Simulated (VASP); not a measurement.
WS2 (Tungstenite):

```
CELL_PARAMETERS angstrom
3.15410 0.00000 0.00000
-1.57705 2.73153 0.00000
0.00000 0.00000 12.14229
ATOMIC_POSITIONS crystal
W 0.33333 0.66667 0.25000
W 0.66667 0.33333 0.75000
S 0.33333 0.66667 0.62030
S 0.66667 0.33333 0.12030
S 0.33333 0.66667 0.87970
S 0.66667 0.33333 0.37970
```

Base run:

* Program: VASP 6.6.1
* Functional: PBE0
* Potentials or basis: VASP PAW PBE potentials, release 64 (W_sv, S)
* Cutoff: 520 eV
* k mesh: 6 × 6 × 2
* Occupations: gaussian, width 0.03 eV
* Spin: no spin polarisation

Its results: band gap on the k mesh 2.08 eV, indirect (least direct gap 3.03 eV); pressure -1.0 GPa; largest force 0.555 eV/Å.

Q: The run is repeated on the same cell with these changes: functional from PBE0 to PBE. What comes out?

A: Band gap on the k mesh 0.91 eV, indirect (least direct gap 1.83 eV); pressure 4.1 GPa; largest force 0.006 eV/Å.

PBE0 gives the wider gap, since exact exchange removes part of the self-interaction.

Caveats: spin-orbit coupling is left out, which moves the levels of the heavy elements; this functional lacks dispersion, which binds the layers, so the pressure and a relaxed spacing across them are unreliable; the PAW data sets were made with another functional, which shifts forces and pressure a little (some runs).

A k mesh can miss the band edges.
